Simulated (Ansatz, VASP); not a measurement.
# Ti2CF2 (Ti2CF2 MXene, 3 layers, AA): VASP beside Ansatz, part 2 of 3

Aim: how closely do two programs agree when they are given the same cell, functional and k mesh? Of the first pair: The structure shown is the start of the Ansatz relaxation below; VASP solves that cell, so the two are compared at the walk's first step.

VASP 6.6.1 and Ansatz 0.2.0.

So far: The starting structure; Ansatz: relaxation, PBE with D4.

### Step 3. VASP: single point, PBE with D4, start cell, pair 1

Level of this step: PBE with D4, zero-moment start; plane waves and PAW (F, Ti_sv, C) (VASP).

The same cell, functional, mesh and smearing now go to VASP, with its own data sets.

Lines of VASP's logs that name or quote its potential files are left out, and so is its time.

INCAR

```
SYSTEM = Ti2CF2
PREC = Accurate
ENCUT = 520
EDIFF = 1E-06
NELM = 200
ISMEAR = -1
SIGMA = 0.05
LREAL = .FALSE.
ALGO = Normal
GGA = PE
IVDW = 13
NBANDS = 85
ISPIN = 2
MAGMOM = 0 -0 0 0 -0 0 0 0 -0 -0 0 0 -0 0 -0
LASPH = .TRUE.
LMAXMIX = 4
LORBIT = 11
LWAVE = .FALSE.
LCHARG = .FALSE.
ISIF = 2
LDIPOL = .TRUE.
IDIPOL = 3
DIPOL = 0.5 0.5 0.5
LVHAR = .TRUE.
GGA_COMPAT = .FALSE.
NELMDL = -8
KPAR = 4
```

POSCAR

```
Ti2CF2
1.0
    3.1002400000      0.0000000000      0.0000000000
   -1.5501200000      2.6848870000      0.0000000000
    0.0000000000      0.0000000000     67.4265030000
F Ti C
6 6 3
Direct
    0.3333333333      0.6666666667      0.3648417003
    0.6666666667      0.3333333333      0.4282514993
    0.3333333333      0.6666666667      0.4682951005
    0.6666666667      0.3333333333      0.5317048995
    0.3333333333      0.6666666667      0.5717485007
    0.6666666667      0.3333333333      0.6351582997
    0.6666666667      0.3333333333      0.3784042975
    0.3333333333      0.6666666667      0.4146889095
    0.6666666667      0.3333333333      0.4818576977
    0.3333333333      0.6666666667      0.5181423023
    0.6666666667      0.3333333333      0.5853110905
    0.3333333333      0.6666666667      0.6215957025
    0.0000000000      0.0000000000      0.3965465998
    0.0000000000      0.0000000000      0.5000000000
    0.0000000000      0.0000000000      0.6034534002
```

KPOINTS

```
Automatic mesh
0
Gamma
10 10 1
0 0 0
```

The projector-augmented-wave data sets are F, Ti_sv and C (PBE family, release 64).

Launch:

```bash
> mpirun -np 4 vasp_std
```

Numbers of over 12 decimals in the logs are rounded to 6 here.

Output:

```text
[banner, memory and clock lines left out]
running    4 mpi-ranks, on    1 nodes
 distrk:  each k-point on    1 cores,    4 groups
 distr:  one band on    1 cores,    1 groups

 POSCAR found type information on POSCAR F TiC
 POSCAR found :  3 types and      15 ions
 LDA part: xc-table for (Slater+PW92), standard interpolation
|                                                                             |
|           W    W    AA    RRRRR   N    N  II  N    N   GGGG   !!!           |
|           W    W   A  A   R    R  NN   N  II  NN   N  G    G  !!!           |
|           W    W  A    A  R    R  N N  N  II  N N  N  G       !!!           |
|           W WW W  AAAAAA  RRRRR   N  N N  II  N  N N  G  GGG   !            |
|           WW  WW  A    A  R   R   N   NN  II  N   NN  G    G                |
|           W    W  A    A  R    R  N    N  II  N    N   GGGG   !!!           |
|                                                                             |
|     One of the lattice vectors is very long (>50 A), but AMIN is rather     |
|     large. This can spoil convergence since charge sloshing might occur     |
|     along the long lattice vector. If problems with convergence are         |
|     observed, try to decrease AMIN to a smaller value (e.g. 0.01).          |
|     Note: This warning only applies if the self-consistency cycle is        |
|     used.                                                                   |
|                                                                             |

 POSCAR, INCAR and KPOINTS ok, starting setup
 FFT: planning ... GRIDC
 FFT: planning ... GRID_SOFT
 FFT: planning ... GRID
 WAVECAR not read
 entering main loop
       N       E                     dE             d eps       ncg     rms          rms(c)
DAV:   1     0.170817710016E+04    0.17082E+04   -0.63536E+04  5520   0.139E+03
DAV:   2     0.127697925492E+03   -0.15805E+04   -0.15236E+04  5541   0.443E+02
DAV:   3    -0.118813538291E+03   -0.24651E+03   -0.24333E+03  6183   0.176E+02
DAV:   4    -0.144946871121E+03   -0.26133E+02   -0.26036E+02  7568   0.532E+01
DAV:   5    -0.147153885831E+03   -0.22070E+01   -0.22060E+01  7312   0.128E+01
DAV:   6    -0.147233369061E+03   -0.79483E-01   -0.79476E-01  7448   0.274E+00
DAV:   7    -0.147235814986E+03   -0.24459E-02   -0.24458E-02  7288   0.429E-01
DAV:   8    -0.147235876951E+03   -0.61965E-04   -0.61963E-04  7480   0.772E-02    0.421E+01
DAV:   9    -0.116125604048E+03    0.31110E+02   -0.20481E+02  6463   0.697E+01    0.132E+01
DAV:  10    -0.115584459995E+03    0.54114E+00   -0.24463E+01  6552   0.248E+01    0.104E+01
DAV:  11    -0.134473876622E+03   -0.18889E+02   -0.43770E+01  7390   0.226E+01    0.386E+01
DAV:  12    -0.115061382760E+03    0.19412E+02   -0.57902E+01  6742   0.200E+01    0.655E+00
DAV:  13    -0.117810582376E+03   -0.27492E+01   -0.15769E+01  6619   0.970E+00    0.139E+01
DAV:  14    -0.114951221164E+03    0.28594E+01   -0.10470E+01  6557   0.769E+00    0.304E+00
[...]
DAV:  30    -0.114737574138E+03   -0.48472E-04   -0.31255E-06  4544   0.439E-03    0.242E-03
DAV:  31    -0.114737582426E+03   -0.82873E-05   -0.77944E-07  4168   0.362E-03    0.160E-03
DAV:  32    -0.114737578173E+03    0.42523E-05   -0.39359E-07  3856   0.245E-03    0.934E-04
DAV:  33    -0.114737570753E+03    0.74202E-05   -0.34108E-07  3830   0.162E-03    0.780E-04
DAV:  34    -0.114737567736E+03    0.30174E-05   -0.58833E-08  3435   0.108E-03    0.676E-04
DAV:  35    -0.114737564580E+03    0.31555E-05   -0.63465E-08  3432   0.872E-04    0.661E-04
DAV:  36    -0.114737562887E+03    0.16934E-05   -0.52155E-08  3480   0.996E-04    0.662E-04
DAV:  37    -0.114737562887E+03   -0.62573E-09   -0.57324E-08  3507   0.690E-04
   1 F= -.11732077E+03 E0= -.11730220E+03  d E =-.371494E-01  mag=     0.0013
```

From OUTCAR (step 3):

```text
ion  position               nearest neighbor table
   1  0.333  0.667  0.365-   7 2.01   7 2.01   7 2.01
   2  0.667  0.333  0.428-   8 2.01   8 2.01   8 2.01
   3  0.333  0.667  0.468-   9 2.01   9 2.01   9 2.01
   4  0.667  0.333  0.532-  10 2.01  10 2.01  10 2.01
   5  0.333  0.667  0.572-  11 2.01  11 2.01  11 2.01
   6  0.667  0.333  0.635-  12 2.01  12 2.01  12 2.01
   7  0.667  0.333  0.378-   1 2.01   1 2.01   1 2.01  13 2.17  13 2.17  13 2.17
   8  0.333  0.667  0.415-   2 2.01   2 2.01   2 2.01  13 2.17  13 2.17  13 2.17
   9  0.667  0.333  0.482-   3 2.01   3 2.01   3 2.01  14 2.17  14 2.17  14 2.17
  10  0.333  0.667  0.518-   4 2.01   4 2.01   4 2.01  14 2.17  14 2.17  14 2.17
  11  0.667  0.333  0.585-   5 2.01   5 2.01   5 2.01  15 2.17  15 2.17  15 2.17
  12  0.333  0.667  0.622-   6 2.01   6 2.01   6 2.01  15 2.17  15 2.17  15 2.17
  13  0.000  0.000  0.397-   7 2.17   7 2.17   7 2.17   8 2.17   8 2.17   8 2.17
  14  0.000  0.000  0.500-   9 2.17  10 2.17   9 2.17  10 2.17   9 2.17  10 2.17
  15  0.000  0.000  0.603-  12 2.17  12 2.17  12 2.17  11 2.17  11 2.17  11 2.17

  LATTYP: Found a hexagonal cell.
 ALAT       =     3.1002400000
 C/A-ratio  =    21.7488010606

 Subroutine GETGRP returns: Found 12 space group operations
 (whereof 12 operations were pure point group operations)

The static configuration has the point symmetry D_3d.

 Found     14 irreducible k-points:

   k-points           NKPTS =     14   k-points in BZ     NKDIM =     14   number of bands    NBANDS=     85

   dimension x,y,z NGX =    24 NGY =   24 NGZ =  504
   dimension x,y,z NGXF=    48 NGYF=   48 NGZF= 1008

   ENCUT  =  520.0 eV  38.22 Ry    6.18 a.u.   5.76  5.76125.37*2*pi/ulx,y,z

   NELECT =     126.0000    total number of electrons

 k-points in reciprocal lattice and weights: Automatic mesh
   0.00000000  0.00000000  0.00000000       0.010
   0.10000000 -0.00000000  0.00000000       0.060
   0.20000000 -0.00000000  0.00000000       0.060
   0.30000000  0.00000000  0.00000000       0.060
   0.40000000  0.00000000  0.00000000       0.060
   0.50000000 -0.00000000  0.00000000       0.030
   0.10000000  0.10000000  0.00000000       0.060
   0.20000000  0.10000000  0.00000000       0.120
   0.30000000  0.10000000  0.00000000       0.120
[...]
0.40000000  0.20000000  0.00000000       0.060
   0.30000000  0.30000000  0.00000000       0.060

 dipolmoment           0.000000      0.000000     -0.000000 electrons x Angstroem

 average (electrostatic) potential at core
       1 -82.3611       2 -82.3708       3 -82.3695       4 -82.3695       5 -82.3708
       6 -82.3611       7 -80.9343       8 -80.9362       9 -80.9349      10 -80.9349
      11 -80.9362      12 -80.9343      13 -53.4880      14 -53.4875      15 -53.4880

 E-fermi :   0.9819

 spin component 1
 k-point     1 :       0.0000    0.0000    0.0000
  band No.  band energies     occupation
    ...
     62       0.8125      0.96732
     63       0.8157      0.96522
     64       0.8157      0.96522
     65       0.8192      0.96281
     66       0.8192      0.96281
     67       1.1780      0.01942
     68       1.1993      0.01275
     69       1.2216      0.00820
     70       1.9689      0.00000
     71       1.9689      0.00000
    ...

 k-point     2 :       0.1000   -0.0000    0.0000
  band No.  band energies     occupation
    ...
     59      -1.1765      1.00000
     60      -1.1726      1.00000
     61       0.7480      0.99078
     62       0.7509      0.99023
     63       0.7539      0.98964
     64       1.0508      0.20115
     65       1.0557      0.18576
     66       1.0608      0.17082
     67       1.3302      0.00094
     68       1.3378      0.00081
    ...

 k-point     3 :       0.2000   -0.0000    0.0000
  band No.  band energies     occupation
    ...
     59      -1.4808      1.00000
     60      -1.4772      1.00000
     61       0.3871      0.99999
     62       0.3990      0.99999
     63       0.4112      0.99999
     64       1.4879      0.00004
     65       1.4937      0.00004
     66       1.4996      0.00003
     67       1.6785      0.00000
     68       1.7141      0.00000
    ...

 k-point     4 :       0.3000    0.0000    0.0000
  band No.  band energies     occupation
    ...
     59      -1.6818      1.00000
     60      -1.6797      1.00000
     61       0.0189      1.00000
     62       0.0420      1.00000
     63       0.0655      1.00000
     64       1.8660      0.00000
     65       1.9002      0.00000
     66       1.9029      0.00000
     67       1.9080      0.00000
     68       1.9134      0.00000
    ...

 k-point     5 :       0.4000    0.0000    0.0000
  band No.  band energies     occupation
    ...
     59      -1.7598      1.00000
     60      -1.7589      1.00000
     61      -0.2486      1.00000
     62      -0.2149      1.00000
     63      -0.1809      1.00000
     64       1.8775      0.00000
     65       1.8895      0.00000
     66       1.9089      0.00000
     67       2.2709      0.00000
     68       2.2746      0.00000
    ...

 k-point     6 :       0.5000   -0.0000    0.0000
  band No.  band energies     occupation
    ...
     59      -1.7740      1.00000
     60      -1.7737      1.00000
     61      -0.3491      1.00000
     62      -0.3110      1.00000
     63      -0.2729      1.00000
     64       1.8712      0.00000
     65       1.8740      0.00000
     66       1.8840      0.00000
     67       2.2652      0.00000
     68       2.2843      0.00000
    ...

  DFT-D4 for vdW energy calculation

  Edisp (eV):   -2.58321

  Total       6.85011     6.85011     7.71110     0.00000     0.00000     0.00000
  in kB      19.55491    19.55492    22.01278     0.00000     0.00000     0.00000
  external pressure =       20.37 kB  Pullay stress =        0.00 kB

  energy-cutoff  :      520.00
  volume of cell :      561.24
      direct lattice vectors                 reciprocal lattice vectors
     3.100240000  0.000000000  0.000000000     0.322555673  0.186227577  0.000000000
    -1.550120000  2.684887000  0.000000000     0.000000000  0.372455154  0.000000000
     0.000000000  0.000000000 67.426503000     0.000000000  0.000000000  0.014830963

 POSITION                                       TOTAL-FORCE (eV/Angst)
 -----------------------------------------------------------------------------------
     -0.00000      1.78992     24.60000        -0.000000      0.000000     -3.472756
      1.55012      0.89496     28.87550        -0.000000     -0.000000      3.466378
     -0.00000      1.78992     31.57550         0.000000     -0.000000     -3.469990
      1.55012      0.89496     35.85100        -0.000000      0.000000      3.469990
     -0.00000      1.78992     38.55100         0.000000      0.000000     -3.466378
      1.55012      0.89496     42.82650         0.000000     -0.000000      3.472756
      1.55012      0.89496     25.51448         0.000000     -0.000000      4.856565
     -0.00000      1.78992     27.96102         0.000000     -0.000000     -4.780229
      1.55012      0.89496     32.48998         0.000000     -0.000000      4.783698
     -0.00000      1.78992     34.93652        -0.000000      0.000000     -4.783698
      1.55012      0.89496     39.46548        -0.000000      0.000000      4.780229
     -0.00000      1.78992     41.91202        -0.000000      0.000000     -4.856565
      0.00000      0.00000     26.73775         0.000000     -0.000000      0.010608
      0.00000      0.00000     33.71325         0.000000      0.000000     -0.000000
      0.00000      0.00000     40.68875         0.000000      0.000000     -0.010608
 -----------------------------------------------------------------------------------
    total drift:                                0.000000      0.000000     -0.000000

  FREE ENERGIE OF THE ION-ELECTRON SYSTEM (eV)
  ---------------------------------------------------
  free  energy   TOTEN  =      -117.3207715150 eV

  energy  without entropy=     -117.2836221293  energy(sigma->0) =     -117.30219682

 vacuum level on the upper side and lower side of the slab         3.162         3.162

 total charge
# of ion       s       p       d       tot
------------------------------------------
    1        1.740   4.415   0.000   6.154
    2        1.740   4.416   0.000   6.155
    3        1.740   4.416   0.000   6.155
    4        1.740   4.416   0.000   6.155
    5        1.740   4.416   0.000   6.155
    6        1.740   4.415   0.000   6.154
    7        2.171   6.188   1.991  10.350
    8        2.171   6.188   1.990  10.349
    9        2.171   6.188   1.990  10.349
   10        2.171   6.188   1.990  10.349
   11        2.171   6.188   1.990  10.349
   12        2.171   6.188   1.991  10.350
   13        0.881   1.525   0.000   2.406
   14        0.881   1.525   0.000   2.406
   15        0.881   1.525   0.000   2.406
--------------------------------------------------
tot         26.108  68.193  11.942 106.244

 magnetization (x)
# of ion       s       p       d       tot
------------------------------------------
    1       -0.000  -0.000   0.000  -0.000
    2       -0.000  -0.000   0.000  -0.000
    3       -0.000  -0.000   0.000  -0.000
    4       -0.000  -0.000   0.000  -0.000
    5       -0.000  -0.000   0.000  -0.000
    6       -0.000  -0.000   0.000  -0.000
    7        0.000   0.000   0.000   0.000
    8        0.000   0.000   0.000   0.000
    9        0.000   0.000   0.000   0.000
   10        0.000   0.000   0.000   0.000
   11        0.000   0.000   0.000   0.000
   12        0.000   0.000   0.000   0.000
   13       -0.000  -0.000   0.000  -0.000
   14       -0.000  -0.000   0.000  -0.000
   15       -0.000  -0.000   0.000  -0.000
--------------------------------------------------
tot         -0.000  -0.000   0.000   0.000

[... 6 further parts left out ...]
```

This run allows spin, but its moments start at zero, where symmetry between the spins tends to hold them, although Ti can carry a moment.

### Step 4. Differences

Known differences besides the potentials themselves: Ansatz cuts the interaction across the vacuum, VASP repeats the sheet with a dipole correction; the cutoff is 420 eV in Ansatz and 520 eV in VASP. Total energies have different zeros and are not compared.

Forces on 7 of the 15 atoms, those with the largest forces and the largest differences (eV/Å; atoms numbered as in POSCAR):

```
atom        Ansatz x, y, z          VASP x, y, z
  F1  0.000, 0.000, -3.436  0.000, 0.000, -3.473
 Ti7   0.000, 0.000, 4.818   0.000, 0.000, 4.857
 Ti8  0.000, 0.000, -4.744  0.000, 0.000, -4.780
 Ti9   0.000, 0.000, 4.750   0.000, 0.000, 4.784
Ti10  0.000, 0.000, -4.750  0.000, 0.000, -4.784
Ti11   0.000, 0.000, 4.744   0.000, 0.000, 4.780
Ti12  0.000, 0.000, -4.818  0.000, 0.000, -4.857
```

The forces differ by 18 meV/Å r.m.s., which is 0.8 % of the r.m.s. force of 2.165 eV/Å (both taken over all components). Moments aren't recorded for both runs of this pair, so they may hold unlike magnetic states. With vacuum in the cell, a pressure given here is an average over mostly empty space and none of the material.

(Continued in part 3 of 3.)

[Lines on the potential files, build, host, timing and source positions are cut from VASP's logs without a mark.]

[Logs are printed without paths, hosts, clocks, repeated set-up lines and the standing remarks that a program may print on its own settings, such as how far it seeks lower states.]

[Hosts, paths, dates, database ids (printed as entryN), source tags and the programs' standing remarks are cut or masked in the printed files.]
